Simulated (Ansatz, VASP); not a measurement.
# Y3GaC in two plane-wave programs

One calculation is typed for both programs; each brings its own data sets. How far apart do they land? The cell is taken from a series of runs on this material, whose earlier steps may have relaxed, scaled, displaced or heated it; both programs get it as it stands.

Program: Ansatz 0.2.0. Level of theory: plane waves, with VASP 6.6.1 beside it; relaxation of cell and atoms at PBEsol. Results are calculated unless marked as measured.

## Step 1: Starting point

The structure is cubic, space group Pm-3m (No. 221). Conventional cell: a = 4.807 Å, b = 4.807 Å, c = 4.807 Å, α = 90.00°, β = 90.00°, γ = 90.00°. Y has 2 C at 2.40 Å and 8 Y at 3.40 Å and 4 Ga at 3.40 Å nearest. Nearest to Ga lie 12 Y at 3.40 Å. C has 6 Y at 2.40 Å nearest. Farther neighbours are not listed.

As a file:

```cif
data_structure
_symmetry_space_group_name_H-M 'Pm-3m'
_symmetry_Int_Tables_number 221
_cell_length_a 4.8067
_cell_length_b 4.8067
_cell_length_c 4.8067
_cell_angle_alpha 90.000
_cell_angle_beta 90.000
_cell_angle_gamma 90.000
_cell_volume 111.05
loop_
_atom_site_label
_atom_site_type_symbol
_atom_site_symmetry_multiplicity
_atom_site_Wyckoff_symbol
_atom_site_fract_x
_atom_site_fract_y
_atom_site_fract_z
_atom_site_occupancy
Y1 Y 3 c 0.50000 0.00000 0.50000 1
Ga1 Ga 1 a 0.00000 0.00000 0.00000 1
C1 C 1 b 0.50000 0.50000 0.50000 1
```

## Step 2: VASP: relaxation of cell and atoms, PBEsol

The relaxed volume is the usual yardstick between codes: in a stiff, nearly cubic crystal its relative difference is about their pressure difference at one cell divided by the bulk modulus.

Lines of VASP's logs that name or quote its potential files are left out, and so is its time.

Input file INCAR:

```
SYSTEM = Y3GaC
PREC = Accurate
ENCUT = 600
EDIFF = 1E-07
NELM = 120
ISMEAR = 1
SIGMA = 0.2
LREAL = .FALSE.
ALGO = Normal
GGA = PS
NBANDS = 31
LASPH = .TRUE.
LORBIT = 11
LWAVE = .FALSE.
LCHARG = .FALSE.
ISIF = 3
IBRION = 2
NSW = 80
EDIFFG = -0.005
GGA_COMPAT = .FALSE.
NELMIN = 4
KPAR = 2
```

Input file POSCAR:

```
Y3GaC
1.0
    4.8066710000      0.0000000000      0.0000000000
    0.0000000000      4.8066710000      0.0000000000
    0.0000000000      0.0000000000      4.8066710000
Y Ga C
3 1 1
Direct
    0.5000000000      0.0000000000      0.5000000000
    0.5000000000      0.5000000000      0.0000000000
    0.0000000000      0.5000000000      0.5000000000
    0.0000000000      0.0000000000      0.0000000000
    0.5000000000      0.5000000000      0.5000000000
```

Input file KPOINTS:

```
Automatic mesh
0
Gamma
8 8 8
0 0 0
```

The projector-augmented-wave data sets are Y_sv, Ga_d and C (PBE family, release 64).

Command:

```
> mpirun -np 2 vasp_std
```

Numbers of over 12 decimals in the logs are rounded to 6 here.

Log:

```text
[banner, memory and clock lines left out]
running    2 mpi-ranks, on    1 nodes
 distrk:  each k-point on    1 cores,    2 groups
 distr:  one band on    1 cores,    1 groups

 POSCAR found type information on POSCAR Y GaC
 POSCAR found :  3 types and       5 ions
|                                                                             |
|               ----> ADVICE to this user running VASP <----                  |
|                                                                             |
|     You enforced a specific xc type in the INCAR file but a different       |
|     [... a line on the potential file left out ...]
|     I HOPE YOU KNOW WHAT YOU ARE DOING!                                     |
|                                                                             |

 LDA part: xc-table for (Slater+PW92), standard interpolation
 POSCAR, INCAR and KPOINTS ok, starting setup
 FFT: planning ... GRIDC
 FFT: planning ... GRID_SOFT
 FFT: planning ... GRID
 WAVECAR not read
 entering main loop
       N       E                     dE             d eps       ncg     rms          rms(c)
DAV:   1     0.408123757171E+03    0.40812E+03   -0.26570E+04  2345   0.210E+03
DAV:   2     0.117758104762E+02   -0.39635E+03   -0.38168E+03  2261   0.524E+02
DAV:   3    -0.388556820490E+02   -0.50631E+02   -0.49395E+02  3339   0.128E+02
DAV:   4    -0.424249843135E+02   -0.35693E+01   -0.35394E+01  2978   0.296E+01
DAV:   5    -0.426788284740E+02   -0.25384E+00   -0.25368E+00  3321   0.722E+00    0.543E+01
DAV:   6    -0.361387002109E+02    0.65401E+01   -0.36164E+01  2538   0.190E+01    0.460E+01
DAV:   7    -0.360594539781E+02    0.79246E-01   -0.35567E+00  2817   0.689E+00    0.274E+01
DAV:   8    -0.360574096476E+02    0.20443E-02   -0.56176E-01  3014   0.415E+00    0.455E+00
DAV:   9    -0.360440987126E+02    0.13311E-01   -0.12758E-01  2853   0.161E+00    0.130E+00
DAV:  10    -0.360423621089E+02    0.17366E-02   -0.13641E-02  2832   0.602E-01    0.488E-01
DAV:  11    -0.360423655873E+02   -0.34784E-05   -0.15142E-03  3007   0.239E-01    0.993E-02
DAV:  12    -0.360422876176E+02    0.77970E-04   -0.41499E-04  3130   0.837E-02    0.316E-02
DAV:  13    -0.360422933850E+02   -0.57675E-05   -0.48731E-05  3193   0.319E-02    0.434E-02
DAV:  14    -0.360422910423E+02    0.23428E-05   -0.65190E-06  2705   0.147E-02    0.204E-02
DAV:  15    -0.360422903241E+02    0.71819E-06   -0.18572E-06  3013   0.617E-03    0.191E-03
DAV:  16    -0.360422903591E+02   -0.35041E-07   -0.58302E-08  1682   0.135E-03
   1 F= -.36042290E+02 E0= -.36048316E+02  d E =-.360423E+02
 curvature:   0.00 expect dE= 0.000E+00 dE for cont linesearch  0.000E+00
 trial: gam= 0.00000 g(F)=  0.000E+00 g(S)=  0.140E-03 ort = 0.000E+00 (trialstep = 0.100E+01)
 search vector abs. value=  0.140E-03
 bond charge predicted
       N       E                     dE             d eps       ncg     rms          rms(c)
DAV:   1    -0.360435782342E+02   -0.12879E-02   -0.26505E-02  2732   0.123E+00    0.281E-01
DAV:   2    -0.360427043986E+02    0.87384E-03   -0.43111E-03  3052   0.420E-01    0.147E-01
DAV:   3    -0.360422657145E+02    0.43868E-03   -0.15812E-03  3235   0.205E-01    0.106E-01
DAV:   4    -0.360422864850E+02   -0.20771E-04   -0.21536E-04  3395   0.593E-02    0.923E-02
DAV:   5    -0.360423053896E+02   -0.18905E-04   -0.30135E-05  3203   0.233E-02    0.438E-02
DAV:   6    -0.360423118260E+02   -0.64364E-05   -0.21070E-05  3044   0.202E-02    0.890E-03
DAV:   7    -0.360423122984E+02   -0.47231E-06   -0.63280E-07  2511   0.437E-03    0.731E-03
DAV:   8    -0.360423143075E+02   -0.20092E-05   -0.12738E-06  2789   0.606E-03    0.380E-04
DAV:   9    -0.360423143704E+02   -0.62872E-07   -0.11973E-07  1746   0.215E-03
   2 F= -.36042314E+02 E0= -.36048290E+02  d E =-.240113E-04
 trial-energy change:   -0.000024  1 .order   -0.000022   -0.000140    0.000096
 step:   0.6051(harm=  0.5934)  dis= 0.00000  next Energy=   -36.042333 (dE=-0.429E-04)
 bond charge predicted
       N       E                     dE             d eps       ncg     rms          rms(c)
DAV:   1    -0.360425315793E+02   -0.21727E-03   -0.41414E-03  2761   0.487E-01    0.111E-01
DAV:   2    -0.360423975079E+02    0.13407E-03   -0.67543E-04  3061   0.166E-01    0.584E-02
DAV:   3    -0.360423309228E+02    0.66585E-04   -0.24872E-04  3234   0.815E-02    0.423E-02
DAV:   4    -0.360423331289E+02   -0.22060E-05   -0.34033E-05  3364   0.235E-02    0.365E-02
DAV:   5    -0.360423340642E+02   -0.93536E-06   -0.47233E-06  3201   0.929E-03    0.176E-02
DAV:   6    -0.360423334353E+02    0.62895E-06   -0.33037E-06  2885   0.801E-03    0.356E-03
DAV:   7    -0.360423333686E+02    0.66671E-07   -0.83884E-08  1604   0.183E-03
   3 F= -.36042333E+02 E0= -.36048329E+02  d E =-.430095E-04
 curvature:  -0.30 expect dE=-0.657E-06 dE for cont linesearch -0.657E-06
 trial: gam=-0.10988 g(F)=  0.940E-67 g(S)=  0.222E-05 ort = 0.176E-04 (trialstep = 0.921E+00)
 search vector abs. value=  0.351E-07
 reached required accuracy - stopping structural energy minimisation
```

OUTCAR, selected parts (step 2):

```text
ion  position               nearest neighbor table
   1  0.500  0.000  0.500-   5 2.40   5 2.40   4 3.40   2 3.40   2 3.40   4 3.40   2 3.40   3 3.40
                             3 3.40   2 3.40   3 3.40   4 3.40   4 3.40   3 3.40
   2  0.500  0.500  0.000-   5 2.40   5 2.40   4 3.40   1 3.40   1 3.40   3 3.40   3 3.40   1 3.40
                             4 3.40   1 3.40   3 3.40   4 3.40   3 3.40   4 3.40
   3  0.000  0.500  0.500-   5 2.40   5 2.40   4 3.40   1 3.40   2 3.40   4 3.40   1 3.40   4 3.40
                             4 3.40   1 3.40   2 3.40   2 3.40   2 3.40   1 3.40
   4  0.000  0.000  0.000-   1 3.40   2 3.40   3 3.40   1 3.40   3 3.40   2 3.40   3 3.40   3 3.40
                             1 3.40   2 3.40   1 3.40   2 3.40
   5  0.500  0.500  0.500-   1 2.40   2 2.40   3 2.40   2 2.40   1 2.40   3 2.40

  LATTYP: Found a simple cubic cell.
 ALAT       =     4.8066710000

 Subroutine GETGRP returns: Found 48 space group operations
 (whereof 48 operations were pure point group operations)

The static configuration has the point symmetry O_h .

 Found     35 irreducible k-points:

   k-points           NKPTS =     35   k-points in BZ     NKDIM =     35   number of bands    NBANDS=     31

   dimension x,y,z NGX =    40 NGY =   40 NGZ =   40
   dimension x,y,z NGXF=    80 NGYF=   80 NGZF=   80

   ENCUT  =  600.0 eV  44.10 Ry    6.64 a.u.   9.60  9.60  9.60*2*pi/ulx,y,z

   NELECT =      50.0000    total number of electrons

 k-points in reciprocal lattice and weights: Automatic mesh
   0.00000000  0.00000000  0.00000000       0.002
   0.12500000  0.00000000  0.00000000       0.012
   0.25000000  0.00000000  0.00000000       0.012
   0.37500000  0.00000000  0.00000000       0.012
   0.50000000  0.00000000  0.00000000       0.006
   0.12500000  0.12500000  0.00000000       0.023
   0.25000000  0.12500000  0.00000000       0.047
   0.37500000  0.12500000  0.00000000       0.047
   0.50000000  0.12500000  0.00000000       0.023
[...]
0.50000000  0.50000000  0.37500000       0.012
   0.50000000  0.50000000  0.50000000       0.002

 average (electrostatic) potential at core
       1 -36.1445       2 -36.1445       3 -36.1445       4 -65.3183       5 -49.6654

 E-fermi :   3.4720

 k-point     1 :       0.0000    0.0000    0.0000
  band No.  band energies     occupation
    ...
     23       3.3357      1.90654
     24       3.3357      1.90654
     25       3.4682      1.03254
     26       3.4682      1.03254
     27       3.4682      1.03254
     28       5.4859     -0.00000
     29       5.4859     -0.00000
     30       5.4859     -0.00000
     31       6.7073     -0.00000

 k-point     2 :       0.1250    0.0000    0.0000
  band No.  band energies     occupation
    ...
     23       3.2634      2.05805
     24       3.3393      1.89311
     25       3.5103      0.68223
     26       3.5103      0.68223
     27       3.5192      0.61318
     28       4.9656     -0.00000
     29       5.6224     -0.00000
     30       5.6224     -0.00000
     31       7.0212     -0.00000

 k-point     3 :       0.2500    0.0000    0.0000
  band No.  band energies     occupation
    ...
     21       2.6286      2.00000
     22       2.9360      2.00100
     23       2.9360      2.00100
     24       3.4161      1.45328
     25       3.4161      1.45328
     26       3.6564     -0.02992
     27       3.6655     -0.04280
     28       4.9044     -0.00000
     29       6.0316     -0.00000
     30       6.0316     -0.00000
    ...

  Total       -0.0087494     -0.0087494     -0.0087494      0.0000000     -0.0000000      0.0000000
  in kB       -0.1263816     -0.1263816     -0.1263816      0.0000000     -0.0000000      0.0000000
  external PRESSURE =      -0.1263816 kB  Pullay stress =       0.0000000 kB

  energy-cutoff  :      600.00
  volume of cell :      110.92
      direct lattice vectors                 reciprocal lattice vectors
     4.804717238  0.000000000  0.000000000     0.208128793 -0.000000000  0.000000000
     0.000000000  4.804717238  0.000000000    -0.000000000  0.208128793  0.000000000
    -0.000000000 -0.000000000  4.804717238    -0.000000000 -0.000000000  0.208128793

 POSITION                                       TOTAL-FORCE (eV/Angst)
 -----------------------------------------------------------------------------------
      2.40236     -0.00000      2.40236         0.000000     -0.000000      0.000000
      2.40236      2.40236      0.00000        -0.000000     -0.000000      0.000000
     -0.00000      2.40236      2.40236        -0.000000     -0.000000      0.000000
      0.00000      0.00000      0.00000         0.000000      0.000000      0.000000
      2.40236      2.40236      2.40236         0.000000      0.000000      0.000000
 -----------------------------------------------------------------------------------
    total drift:                               -0.000000     -0.000000     -0.000000

  FREE ENERGIE OF THE ION-ELECTRON SYSTEM (eV)
  ---------------------------------------------------
  free  energy   TOTEN  =       -36.0423333686 eV

  energy  without entropy=      -36.0603188690  energy(sigma->0) =      -36.04832854

 reached required accuracy - stopping structural energy minimisation

 total charge
# of ion       s       p       d       f       tot
--------------------------------------------------
    1        2.224   6.443   1.029   0.044   9.740
    2        2.224   6.443   1.029   0.044   9.740
    3        2.224   6.443   1.029   0.044   9.740
    4        0.884   0.744   9.908   0.000  11.536
    5        0.885   1.468   0.000   0.000   2.353
--------------------------------------------------
tot          8.440  21.541  12.995   0.132  43.109

[... 3 further parts left out ...]
```

CONTCAR:

```
Y3GaC
   1.00000000000000
     4.8047172383672807    0.0000000000000000    0.0000000000000000
     0.0000000000000000    4.8047172383672807    0.0000000000000000
    -0.0000000000000000   -0.0000000000000000    4.8047172383672807
  Y               Ga              C
     3     1     1
Direct
     0.5000000000000000    0.0000000000000000    0.5000000000000000
     0.5000000000000000    0.5000000000000000    0.0000000000000000
     0.0000000000000000    0.5000000000000000    0.5000000000000000
     0.0000000000000000    0.0000000000000000    0.0000000000000000
     0.5000000000000000    0.5000000000000000    0.5000000000000000
```

[end of part 1 of 2]

[Lines on the potential files, build, host, timing and source positions are cut from VASP's logs without a mark.]

[Logs are printed without paths, hosts, clocks, repeated set-up lines and the standing remarks that a program may print on its own settings, such as how far it seeks lower states.]

[Hosts, paths, dates, database ids (printed as entryN), source tags and the programs' standing remarks are cut or masked in the printed files.]
